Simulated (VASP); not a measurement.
Input:

```
CELL_PARAMETERS angstrom
      4.20611     0.00000     0.00000
      0.00000     4.20611     0.00000
      0.00000     0.00000     4.20611
ATOMIC_POSITIONS crystal
  K  0.00000 0.00000 0.00000
  Mg 0.50000 0.50000 0.50000
  F  0.50000 0.00000 0.50000
  F  0.00000 0.50000 0.50000
  F  0.50000 0.50000 0.00000
```

These are RPBE GGA, VASP's PBE PAW potentials (set 64) (plane waves; VASP) values and carry that method's errors. Settings: 520 eV cut-off, 6×6×6 Γ-centred mesh, Gaussian smearing of 0.050 eV, potentials K_sv Mg F.

Question: Estimate the energy per atom (σ→0), pressure, band gap (on the k-mesh) with the smallest direct gap where there is one.

Answer: 
```
Property                                      Value
-----------------------------------  --------------
band gap (on the k-mesh)                    6.48 eV
smallest direct gap (on the k-mesh)         6.79 eV
energy per atom (σ→0)                -4.641 eV/atom
pressure                                  -2.93 GPa
```

The compound is KMgF3 in the cubic perovskite structure. This cell is one point of a volume scan, at 1.06 of the reference volume.
